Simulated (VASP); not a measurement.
Consider the following.

```
CELL_PARAMETERS angstrom
      2.83886     0.00000     0.00000
      0.00000     2.83886     0.00000
      0.00000     0.00000     3.72508
ATOMIC_POSITIONS crystal
  Cu 0.00000 0.00000 0.00000
  Au 0.50000 0.50000 0.50000
```

Method: PBE GGA, VASP's PBE PAW potentials (set 64) (plane waves; VASP 6.6.1). Settings: 520 eV cut-off, Gaussian smearing of 0.050 eV, potentials Cu Au.

Unless said otherwise, spin-orbit coupling is left out, though it shifts the bands of the heavy elements here.

Task: What does the run give for the band gap (along the path) with the smallest direct gap where there is one?

Result: 
```json
{
  "band gap (along the path)": "none (metal, semimetal or under 0.01 eV)"
}
```

Total energies compare only between runs with the same potentials, cut-off and functional.

The compound is CuAu in the L1_0 structure. It was relaxed first.
